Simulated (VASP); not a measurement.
Input for VASP

INCAR:
```
PREC=Accurate
EDIFF=1E-7   # SCF stop (eV)
ENCUT=520   # plane-wave cut-off (eV)
GGA=BO
PARAM2=0.22
SYSTEM=Rb
AGGAC=0.0
ISMEAR=1   # Methfessel-Paxton
SIGMA=0.1   # width (eV)
ALGO=Normal   # blocked Davidson
NELM=100   # most electronic steps
LASPH=.TRUE.
LWAVE=.FALSE.
ISIF=2   # forces and stress, cell fixed
LMAXMIX=4   # l cut-off of mixed one-centre charges
LCHARG=.FALSE.
PARAM1=0.1833333333
LUSE_VDW=.TRUE.
LREAL=.FALSE.   # projection in real space or not
```

KPOINTS:
```
Automatic mesh
0
Gamma
9 9 9
0 0 0
```

POSCAR:
```
Rb
4.6739920
 -0.5773502740   0.5773502740   0.5773502740
  0.5773502740  -0.5773502740   0.5773502740
  0.5773502740   0.5773502740  -0.5773502740
Rb
1
Cartesian
  0.0000000000   0.0000000000   0.0000000000
```

POTCAR, in this order: Rb_sv (PBE.64 set). Program: vasp_std.

Write an equivalent input for Quantum ESPRESSO's pw.x.

One equivalent input (not run):
```
&CONTROL
  calculation = 'scf'
  pseudo_dir = './pseudo'
  outdir = './out'
  tprnfor = .true.
  tstress = .true.
/
&SYSTEM
  ibrav = 0
  nat = 1
  ntyp = 1
  ecutwfc = 46.3
  occupations = 'smearing'
  smearing = 'methfessel-paxton'
  degauss = 0.00735
  input_dft = 'vdw-df-obk8'
/
&ELECTRONS
  conv_thr = 7.3e-09
  electron_maxstep = 100
/
ATOMIC_SPECIES
  Rb 85.468 Rb.upf
CELL_PARAMETERS angstrom
    -2.6985306    2.6985306    2.6985306
     2.6985306   -2.6985306    2.6985306
     2.6985306    2.6985306   -2.6985306
ATOMIC_POSITIONS crystal
  Rb   0.0000000  0.0000000  0.0000000
K_POINTS automatic
  9 9 9 0 0 0
```
Limits of the translation: the potentials are each code's own (VASP's PAW set, PseudoDojo norm-conserving files in pw.x), so ENCUT and ecutwfc are chosen apart and not converted; conv_thr bounds pw.x's estimated SCF error, while EDIFF bounds the energy change between steps.

The compound is Rb in the bcc structure. This cell is one point of a volume scan, at 0.94 of the reference volume.
